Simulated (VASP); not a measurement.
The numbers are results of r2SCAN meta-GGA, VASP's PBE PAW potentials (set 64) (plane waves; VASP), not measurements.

Input for VASP

**KPOINTS**
```
Regular mesh
0
Gamma
  11 11 11
0 0 0
```

**INCAR**
```
SYSTEM = PdIn
PREC = Accurate
ENCUT = 520
EDIFF = 1E-7
NELM = 100
ALGO = Normal
LREAL = .FALSE.
LASPH = .TRUE.
ISMEAR = 1
SIGMA = 0.1
METAGGA = R2SCAN
LMIXTAU = .TRUE.
LMAXMIX = 4
LWAVE = .FALSE.
LCHARG = .FALSE.
ISIF = 2
```

File POSCAR:
```
PdIn
1
    3.3057854829     0.0000000000     0.0000000000
    0.0000000000     3.3057854829     0.0000000000
    0.0000000000     0.0000000000     3.3057854829
In Pd
1 1
Direct
  0.5000000000   0.5000000000   0.5000000000
  0.0000000000   0.0000000000   0.0000000000
```

POTCAR, in this order: In_d Pd (PBE.64 set). Program: vasp_std.

What VASP printed:

File OSZICAR:
```
       N       E                     dE             d eps       ncg     rms          rms(c)
DAV:   1     0.127517853639E+03    0.12752E+03   -0.11746E+04  1687   0.203E+03
DAV:   2    -0.437768416556E+02   -0.17129E+03   -0.16713E+03  1799   0.425E+02
DAV:   3    -0.519618253095E+02   -0.81850E+01   -0.81206E+01  2065   0.973E+01
DAV:   4    -0.521225557612E+02   -0.16073E+00   -0.16070E+00  2098   0.132E+01
DAV:   5    -0.521314607009E+02   -0.89049E-02   -0.89049E-02  2518   0.269E+00    0.821E+00
DAV:   6    -0.467249370183E+02    0.54065E+01   -0.49232E+00  1827   0.362E+01    0.381E+00
DAV:   7    -0.465987681954E+02    0.12617E+00   -0.51381E-01  1862   0.920E+00    0.235E+00
DAV:   8    -0.466203028842E+02   -0.21535E-01   -0.16520E-01  1957   0.350E+00    0.139E+00
DAV:   9    -0.466253600551E+02   -0.50572E-02   -0.52529E-02  1799   0.273E+00    0.556E-01
DAV:  10    -0.466316340269E+02   -0.62740E-02   -0.22663E-02  1883   0.181E+00    0.244E-01
DAV:  11    -0.466327806494E+02   -0.11466E-02   -0.64196E-03  1855   0.855E-01    0.145E-01
DAV:  12    -0.466330524266E+02   -0.27178E-03   -0.35910E-04  2159   0.161E-01    0.123E-01
DAV:  13    -0.466336943628E+02   -0.64194E-03   -0.67298E-04  1813   0.313E-01    0.592E-02
DAV:  14    -0.466335118406E+02    0.18252E-03   -0.19569E-04  1848   0.157E-01    0.957E-02
DAV:  15    -0.466338373814E+02   -0.32554E-03   -0.34702E-04  1722   0.209E-01    0.215E-02
DAV:  16    -0.466338408008E+02   -0.34194E-05   -0.85450E-06  2115   0.272E-02    0.294E-02
DAV:  17    -0.466338428765E+02   -0.20757E-05   -0.27445E-06  1981   0.175E-02    0.178E-02
DAV:  18    -0.466338437532E+02   -0.87668E-06   -0.80731E-07  1953   0.105E-02    0.143E-02
DAV:  19    -0.466338439782E+02   -0.22499E-06   -0.62943E-08  1120   0.261E-03    0.122E-02
DAV:  20    -0.466338441486E+02   -0.17041E-06   -0.52879E-08  1036   0.277E-03    0.950E-03
DAV:  21    -0.466338444768E+02   -0.32818E-06   -0.40435E-08   966   0.333E-03    0.522E-03
DAV:  22    -0.466338446334E+02   -0.15660E-06   -0.28581E-08   952   0.193E-03    0.282E-03
DAV:  23    -0.466338447486E+02   -0.11528E-06   -0.11032E-08   945   0.120E-03    0.979E-04
DAV:  24    -0.466338447993E+02   -0.50612E-07   -0.80350E-09   910   0.102E-03
   1 F= -.46633845E+02 E0= -.46633395E+02  d E =-.134966E-02
```

OUTCAR:
```
------------------------ aborting loop because EDIFF is reached ----------------------------------------
  FORCE on cell =-STRESS in cart. coord.  units (eV):
  Direction    XX          YY          ZZ          XY          YZ          ZX
  --------------------------------------------------------------------------------------
  Total       -0.8752619     -0.8752619     -0.8752619     -0.0000000     -0.0000000      0.0000000
  in kB      -38.8172357    -38.8172357    -38.8172357     -0.0000000     -0.0000000      0.0000000
  external PRESSURE =     -38.8172357 kB  Pullay stress =       0.0000000 kB
  volume of cell :       36.13
      direct lattice vectors                 reciprocal lattice vectors
     3.305785483  0.000000000  0.000000000     0.302499967  0.000000000  0.000000000
     0.000000000  3.305785483  0.000000000     0.000000000  0.302499967  0.000000000
     0.000000000  0.000000000  3.305785483     0.000000000  0.000000000  0.302499967
 POSITION                                       TOTAL-FORCE (eV/Angst)
 -----------------------------------------------------------------------------------
      1.65289      1.65289      1.65289         0.000000      0.000000      0.000000
      0.00000      0.00000      0.00000         0.000000      0.000000      0.000000
 -----------------------------------------------------------------------------------
    total drift:                                0.000000      0.000000      0.000000
  FREE ENERGIE OF THE ION-ELECTRON SYSTEM (eV)
  ---------------------------------------------------
  free  energy   TOTEN  =       -46.6338447993 eV

  energy  without entropy=      -46.6324951435  energy(sigma->0) =      -46.63339491
```
(Selected blocks of OUTCAR.)

The compound is PdIn in the CsCl type structure. This cell is one point of a volume scan, at 1.03 of the reference volume. The electron count is odd and the run is not spin-polarised, which forces a metal.
